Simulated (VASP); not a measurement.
A cell of FePt (L1_0) near equilibrium:

```yaml
crystal:
  lattice:
    - [2.72794, 0.00000, 0.00000]
    - [0.00000, 2.72794, 0.00000]
    - [0.00000, 0.00000, 3.75704]
  atoms:
    - { symbol: Fe, position: [0.00000, 0.00000, 0.00000], spin: 2.9 }
    - { symbol: Pt, position: [0.50000, 0.50000, 0.50000], spin: 0.3 }
```

Method: PBE GGA, VASP's PBE PAW potentials (set 64) (plane waves; VASP).

```tsv
run	ΔE (meV/atom)	σxx	σyy	σzz	largest shear component, with its sign (GPa)	largest force (eV/Å)	moment (μB)
as it is	0.0	0.39	0.39	0.12	0.00	0.000	3.30
after one change	1.4	-2.38	-2.38	-2.67	0.00	0.000	3.34
```
Stress is in GPa, positive when the cell is compressed.

### Question
Name the change that produced these shifts.
(A) isotropic strain of -2.0 %
(B) isotropic strain of +0.5 %
(C) isotropic strain of -0.5 %
(D) biaxial strain of -2.0 % in the yz plane

### Answer
B, isotropic strain of +0.5 %

The compound is FePt in the L1_0 structure. The spin order is the one that the start imposed; others were not tried in this run.
